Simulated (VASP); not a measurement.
VASP runs on HfAu₂ (space group I4/mmm) share one base input (LDA (Ceperley-Alder, Perdew-Zunger), plane waves, VASP's LDA PAW potentials (set 64)) and change the settings named in each case.

### POSCAR
```
HfAu2
1
   -1.8147890000     1.8147890000     4.4417720000
    1.8147890000    -1.8147890000     4.4417720000
    1.8147890000     1.8147890000    -4.4417720000
Hf Au
1 2
Direct
  0.0000000000   0.0000000000   0.0000000000
  0.3353000000   0.3353000000   0.0000000000
  0.6647000000   0.6647000000   0.0000000000
```

File KPOINTS:
```
Automatic mesh
0
Gamma
7 7 7
0 0 0
```

### INCAR
```
! general
SYSTEM  = HfAu2
PREC    = Accurate
ENCUT   = 300
LREAL   = .False.
LASPH   = .True.

! electronic loop
EDIFF   = 1E-6
NELM    = 100
ALGO    = Normal
LMAXMIX = 6

! smearing
ISMEAR  = 0
SIGMA   = 0.1

! ions
ISIF    = 2

! output
LWAVE   = .False.
LCHARG  = .False.
```

POTCAR, in this order: Hf_pv Au (LDA.64 set). Program: vasp_std.

| change | E(σ→0) (eV/atom) | pressure (GPa) | largest force (eV/Å) | −TS (eV) |
|---|---|---|---|---|
| base run | -7.0575 | -16.08 | 0.170 | -0.0123 |
| GGA = PS, POTCAR Hf_pv Au (PBE.64 set) | -6.6756 | … | … | … |
| GGA_COMPAT = .FALSE., LNONCOLLINEAR = .TRUE., LSORBIT = .TRUE., MAGMOM = 0.0 0.0 0.0 0.0 0.0 0.0 0.0 0.0 0.0, program vasp_ncl | -7.4965 | -16.80 | 0.164 | -0.0120 |
| KPOINTS 6×6×6 Γ-centred mesh | -7.0575 | -16.11 | 0.166 | -0.0104 |

Problem. What belongs in the gaps?

Solution. 
- GGA = PS, POTCAR Hf_pv Au (PBE.64 set), pressure (GPa): -12.80
- GGA = PS, POTCAR Hf_pv Au (PBE.64 set), largest force (eV/Å): 0.186
- GGA = PS, POTCAR Hf_pv Au (PBE.64 set), −TS (eV): -0.0125

Energies of different potentials or functionals have different zeros.  Unless said otherwise, spin-orbit coupling is left out, though it shifts the bands of the heavy elements here. At 300 eV the pressure can carry a Pulay error.

Left out are runs that ran out of time, are held back, or changed the cell or the kind of run, fixed moments of cells without a moment, rows past the twelfth, gaps on odd meshes, pressures of charged cells and columns that move by less than the noise.

The structure was generated: HfAu2 was put into an ordered model structure, which need not be its known phase. The cell was not relaxed at this level, forces remain on its atoms.
